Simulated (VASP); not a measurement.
```
CdO
1.0
    0.00000     2.36897     2.36897
    2.36897     0.00000     2.36897
    2.36897     2.36897     0.00000
Cd O
1 1
Direct
  0.00000   0.00000   0.00000
  0.50000   0.50000   0.50000
```

Level of theory: optB86b-vdW, VASP's PBE PAW potentials (set 64) (plane waves; VASP). Settings: 520 eV cut-off, 13×13×13 Γ-centred mesh, first-order Methfessel-Paxton smearing of 0.10 eV, potentials Cd O.

Problem. Estimate the energy per atom (σ→0), band gap (on the k-mesh) with the smallest direct gap where there is one.

Solution. 
```
Item                                                        Result
------------------------  ----------------------------------------
band gap (on the k-mesh)  none (metal, semimetal or under 0.01 eV)
energy per atom (σ→0)                               -1.574 eV/atom
```

Total energies compare only between runs with the same potentials, cut-off and functional.

The compound is CdO in the rock salt structure. It was relaxed first.
